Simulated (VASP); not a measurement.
Method: HSE06 screened hybrid, VASP's PBE PAW potentials (set 64) (plane waves; VASP).

The input files of a VASP run:

### POSCAR
```
Li
1
   -1.7799000000     1.7799000000     1.7799000000
    1.7799000000    -1.7799000000     1.7799000000
    1.7799000000     1.7799000000    -1.7799000000
Li
1
Direct
  0.0000000000   0.0000000000   0.0000000000
```

KPOINTS:
```
Automatic mesh
0
Gamma
2 2 2
0 0 0
```

### INCAR
```
# general
SYSTEM  =Li
PREC    =Accurate
ENCUT   =520   # plane-wave cut-off (eV)
LREAL   =.FALSE.   # projection in real space or not
LASPH   =.TRUE.
ISYM    =3

# electronic loop
EDIFF   =1E-6   # SCF stop (eV)
NELM    =100
ALGO    =Normal

# smearing
ISMEAR  =1
SIGMA   =0.1

# functional
GGA     =PE
LHFCALC =.TRUE.
AEXX    =0.25
HFSCREEN=0.2
PRECFOCK=Fast

# ions
ISIF    =2

# output
LWAVE   =.FALSE.
LCHARG  =.FALSE.
```

POTCAR, in this order: Li_sv (PBE.64 set). Program: vasp_std.

The run wrote:

File OSZICAR:
```
       N       E                     dE             d eps       ncg     rms          rms(c)
DAV:   1     0.635199809872E+00    0.63520E+00   -0.10125E+03    30   0.540E+02
DAV:   2    -0.114928977950E+01   -0.17845E+01   -0.17845E+01    40   0.486E+01
DAV:   3    -0.125692599143E+01   -0.10764E+00   -0.10764E+00    40   0.117E+01
DAV:   4    -0.126670167196E+01   -0.97757E-02   -0.97757E-02    40   0.239E+00
DAV:   5    -0.127124525349E+01   -0.45436E-02   -0.49664E-02    30   0.252E+00    0.111E+00
DAV:   6    -0.126735222089E+01    0.38930E-02   -0.22937E-03    35   0.541E-01    0.656E-01
DAV:   7    -0.126589538791E+01    0.14568E-02   -0.10182E-03    40   0.361E-01    0.377E-01
DAV:   8    -0.126537296448E+01    0.52242E-03   -0.19358E-04    50   0.130E-01    0.219E-01
DAV:   9    -0.126517477979E+01    0.19818E-03   -0.26262E-05    35   0.593E-02    0.130E-01
DAV:  10    -0.126510251822E+01    0.72262E-04   -0.10529E-05    40   0.349E-02    0.769E-02
DAV:  11    -0.126507736370E+01    0.25155E-04   -0.33975E-06    35   0.206E-02    0.457E-02
DAV:  12    -0.126506721296E+01    0.10151E-04   -0.16221E-06    40   0.118E-02    0.270E-02
DAV:  13    -0.126506525500E+01    0.19580E-05   -0.44431E-07    25   0.758E-03    0.161E-02
DAV:  14    -0.126506489708E+01    0.35792E-06   -0.15339E-07    15   0.491E-03
   1 F= -.12650649E+01 E0= -.12580125E+01  d E =-.211571E-01
```

File OUTCAR:
```
------------------------ aborting loop because EDIFF is reached ----------------------------------------
  FORCE on cell =-STRESS in cart. coord.  units (eV):
  Direction    XX          YY          ZZ          XY          YZ          ZX
  --------------------------------------------------------------------------------------
  Total       -0.1299271     -0.1299271     -0.1299271     -0.0000000      0.0000000      0.0000000
  in kB       -9.2291860     -9.2291860     -9.2291860     -0.0000000      0.0000000      0.0000000
  external PRESSURE =      -9.2291860 kB  Pullay stress =       0.0000000 kB
  volume of cell :       22.56
      direct lattice vectors                 reciprocal lattice vectors
    -1.779900000  1.779900000  1.779900000     0.000000000  0.280914658  0.280914658
     1.779900000 -1.779900000  1.779900000     0.280914658  0.000000000  0.280914658
     1.779900000  1.779900000 -1.779900000     0.280914658  0.280914658  0.000000000
 POSITION                                       TOTAL-FORCE (eV/Angst)
 -----------------------------------------------------------------------------------
      0.00000      0.00000      0.00000         0.000000      0.000000     -0.000000
 -----------------------------------------------------------------------------------
    total drift:                               -0.000008     -0.000006     -0.000014
  FREE ENERGIE OF THE ION-ELECTRON SYSTEM (eV)
  ---------------------------------------------------
  free  energy   TOTEN  =        -1.2650648971 eV

  energy  without entropy=       -1.2439077877  energy(sigma->0) =       -1.25801253

  exchange ACFDT corr.  =         0.00000000  see jH, gK, PRB 81, 115126
```
(Selected blocks of OUTCAR.)

The compound is Li in the bcc structure. The cell was not relaxed at this level. The k-mesh is coarse (spacing up to 1.25 per Å, 2π included), so the numbers may not be converged in it.
